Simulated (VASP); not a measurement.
OSZICAR of a VASP run on SiO$_{2}$ (space group R32):

File OSZICAR:
```
       N       E                     dE             d eps       ncg     rms          rms(c)
DAV:   1     0.330229003370E+03    0.33023E+03   -0.25119E+04  1102   0.151E+03
DAV:   2    -0.837527054922E+02   -0.41398E+03   -0.40228E+03  1470   0.347E+02
DAV:   3    -0.112703504996E+03   -0.28951E+02   -0.28852E+02  1287   0.104E+02
DAV:   4    -0.113134551164E+03   -0.43105E+00   -0.43040E+00  1295   0.138E+01
DAV:   5    -0.113143750680E+03   -0.91995E-02   -0.91968E-02  1272   0.196E+00    0.258E+01
DAV:   6    -0.943669056199E+02    0.18777E+02   -0.27571E+01  1217   0.272E+01    0.146E+01
DAV:   7    -0.868340528335E+02    0.75329E+01   -0.15619E+00  1247   0.106E+01    0.502E+00
DAV:   8    -0.947119957353E+02   -0.78779E+01   -0.38030E+00  1207   0.108E+01    0.324E+00
DAV:   9    -0.889607129241E+02    0.57513E+01   -0.17824E+00  1137   0.785E+00    0.762E-01
DAV:  10    -0.888656058632E+02    0.95107E-01   -0.39212E-01  1167   0.472E+00    0.787E-01
DAV:  11    -0.887005591646E+02    0.16505E+00   -0.21518E-02  1287   0.122E+00    0.555E-01
DAV:  12    -0.890557858618E+02   -0.35523E+00   -0.14494E-01  1122   0.327E+00    0.158E-01
DAV:  13    -0.890331016605E+02    0.22684E-01   -0.35561E-02  1282   0.147E+00    0.208E-01
DAV:  14    -0.890473003266E+02   -0.14199E-01   -0.88734E-03  1197   0.900E-01    0.527E-02
DAV:  15    -0.890611229111E+02   -0.13823E-01   -0.15535E-02  1102   0.133E+00    0.342E-02
DAV:  16    -0.890640331786E+02   -0.29103E-02   -0.11032E-03  1122   0.365E-01    0.208E-02
DAV:  17    -0.890656579949E+02   -0.16248E-02   -0.79742E-04  1112   0.268E-01    0.949E-03
DAV:  18    -0.890668806027E+02   -0.12226E-02   -0.35835E-04  1112   0.176E-01    0.783E-03
DAV:  19    -0.890668094294E+02    0.71173E-04   -0.28175E-05  1287   0.457E-02    0.117E-02
DAV:  20    -0.890669024437E+02   -0.93014E-04   -0.86110E-05  1167   0.863E-02    0.291E-03
DAV:  21    -0.890669254387E+02   -0.22995E-04   -0.18385E-05  1177   0.464E-02    0.231E-03
DAV:  22    -0.890669283485E+02   -0.29097E-05   -0.29163E-06  1242   0.181E-02    0.656E-04
DAV:  23    -0.890669310396E+02   -0.26912E-05   -0.86808E-07  1272   0.101E-02    0.780E-04
DAV:  24    -0.890669311620E+02   -0.12240E-06   -0.99651E-08   826   0.353E-03    0.467E-04
DAV:  25    -0.890669312221E+02   -0.60125E-07   -0.33001E-08   836   0.162E-03
   1 F= -.89066931E+02 E0= -.89066931E+02  d E =0.000000E+00
       N       E                     dE             ncg
       N       E                     dE             ncg
       N       E                     dE             ncg
       N       E                     dE             ncg
```

Q: Which electronic solver shows in the log?

A: It is blocked Davidson (ALGO = Normal, or the opening steps of other solvers). The INCAR had ALGO = Normal.

Q: Can the final energy be trusted as converged?

A: Self-consistency was reached. It stopped with EDIFF = 1E-7, NELM = 100 (r2SCAN meta-GGA, plane waves, VASP's PBE PAW potentials (set 64)).

The structure comes from a computed database's SiO2 entry (R32); how it stands against other phases isn't given here. It was relaxed first.
